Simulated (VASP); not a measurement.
The cell holds one BeSe (zinc blende) (110) slab, with vacuum along c, ions free to move until forces fall under 0.03 eV/Å, no reconstruction beyond this cell, dipole correction on. Ionisation potential and electron affinity count from the cell's own band edges, surface states included.

Here is the system:

```
BeSe
1.0
    5.13408     0.00000     0.00000
    0.00000     3.63034     0.00000
    0.00000     0.00000    25.87376
Be Se
6 6
Direct
  0.94248   0.00000   0.65870
  0.51707   0.50000   0.60822
  0.01493   0.00000   0.53414
  0.51493   0.50000   0.46586
  0.01707   0.00000   0.39178
  0.44248   0.50000   0.34130
  0.26567   0.00000   0.60505
  0.74714   0.50000   0.68097
  0.26271   0.00000   0.46402
  0.76271   0.50000   0.53598
  0.24714   0.00000   0.31903
  0.76567   0.50000   0.39495
```

Method: PBEsol GGA, VASP's PBE PAW potentials (set 64) (plane waves; VASP). Settings: 400 eV cut-off, 4×6×1 Γ-centred mesh, Gaussian smearing of 0.050 eV, potentials Be Se.

Slab and bulk use different k-meshes, so the surface energy is good to a few per cent at best.

Problem. Predict its surface energy, ionisation potential, electron affinity.

Solution. 
- surface energy: 0.62 J/m^2
- ionisation potential: 5.93 eV
- electron affinity: 3.69 eV

The cell is a thin slab with vacuum, built from BeSe (zinc blende): (110) face.
